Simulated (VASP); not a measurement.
An input for Quantum ESPRESSO's pw.x (written as the equivalent of a VASP run, and not itself run):

```
&CONTROL
  calculation = 'vc-relax'
  pseudo_dir = './pseudo'
  outdir = './out'
  tprnfor = .true.
  tstress = .true.
  nstep = 60
  forc_conv_thr = 0.00078
/
&SYSTEM
  ibrav = 0
  nat = 4
  ntyp = 2
  ecutwfc = 98
  occupations = 'smearing'
  smearing = 'methfessel-paxton'
  degauss = 0.00735
  input_dft = 'vdw-df2-b86r'
  nspin = 2
  starting_magnetization(2) = 0.02
/
&ELECTRONS
  conv_thr = 7.3e-08
  electron_maxstep = 100
/
&IONS
/
&CELL
/
ATOMIC_SPECIES
  Al 26.982 Al.upf
  Ni 58.693 Ni.upf
CELL_PARAMETERS angstrom
     3.5442658   -0.0000000    0.0000000
    -0.0000000    3.5442658   -0.0000000
     0.0000000   -0.0000000    3.5442658
ATOMIC_POSITIONS crystal
  Al   0.0000000  0.0000000  0.0000000
  Ni   0.0000000  0.5000000  0.5000000
  Ni   0.5000000  0.0000000  0.5000000
  Ni   0.5000000  0.5000000  0.0000000
K_POINTS automatic
  8 8 8 0 0 0
```

Translate this input to VASP (INCAR, KPOINTS, POSCAR, choice of POTCAR).

Several could match; the one computed here: 
File POSCAR:
```
Ni3Al
1
    3.5442658352    -0.0000000000     0.0000000000
   -0.0000000000     3.5442658352    -0.0000000000
    0.0000000000    -0.0000000000     3.5442658352
Al Ni
1 3
Direct
  0.0000000000   0.0000000000   0.0000000000
  0.0000000000   0.5000000000   0.5000000000
  0.5000000000   0.0000000000   0.5000000000
  0.5000000000   0.5000000000   0.0000000000
```

INCAR:
```
SYSTEM  =  Ni3Al
PREC  =  Accurate; ENCUT  =  520; LREAL  =  F
LASPH  =  T
EDIFF  =  1E-6; NELM  =  100; ALGO  =  Normal
LMAXMIX  =  4
ISMEAR  =  1; SIGMA  =  0.1
GGA  =  MK; LUSE_VDW  =  T; AGGAC  =  0.0
PARAM1  =  0.1234568; PARAM2  =  0.7114; ZAB_VDW  =  -1.8867
MAGMOM  =  -0.0 3*0.2
ISPIN  =  2
IBRION  =  2; NSW  =  60; ISIF  =  3
EDIFFG  =  -0.02
LWAVE  =  F; LCHARG  =  F; LORBIT  =  10
```

### KPOINTS
```
Automatic mesh
0
Gamma
8 8 8
0 0 0
```

POTCAR, in this order: Al Ni (PBE.64 set). Program: vasp_std.

What does not carry over: the potentials are each code's own (VASP's PAW set, PseudoDojo norm-conserving files in pw.x), so ENCUT and ecutwfc are chosen apart and not converted; conv_thr bounds pw.x's estimated SCF error, while EDIFF bounds the energy change between steps; starting_magnetization is a fraction of the valence charge and MAGMOM a moment in μB, so they match only roughly; forc_conv_thr acts on force components and is met together with etot_conv_thr.

The compound is Ni3Al in the L1_2 structure. It was relaxed first. The start is the result of an earlier pass.
